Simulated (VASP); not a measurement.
```
PtS2
1.0
    1.77844    -3.08035     0.00000
    1.77844     3.08035     0.00000
    0.00000     0.00000     5.12190
Pt S
1 2
Direct
  0.00000   0.00000   0.00000
  0.33333   0.66667   0.23888
  0.66667   0.33333   0.76112
```

Level of theory: r2SCAN+rVV10, VASP's PBE PAW potentials (set 64) (plane waves; VASP 6.6.1). Settings: 520 eV cut-off, 8×8×5 Γ-centred mesh, tetrahedra with Blöchl corrections, potentials Pt S.

Unless said otherwise, spin-orbit coupling is left out, though it shifts the bands of the heavy elements here.

Question: Predict the energy per atom (σ→0), band gap (over mesh and band path) with the smallest direct gap where there is one.

Answer: 
```json
{
  "band gap (over mesh and band path)": "0.93 eV",
  "smallest direct gap (over mesh and band path)": "1.21 eV",
  "energy per atom (σ→0)": "-22.806 eV/atom"
}
```

Total energies compare only between runs with the same potentials, cut-off and functional.

The compound is PtS2 in the 1T layered structure. It was relaxed first.
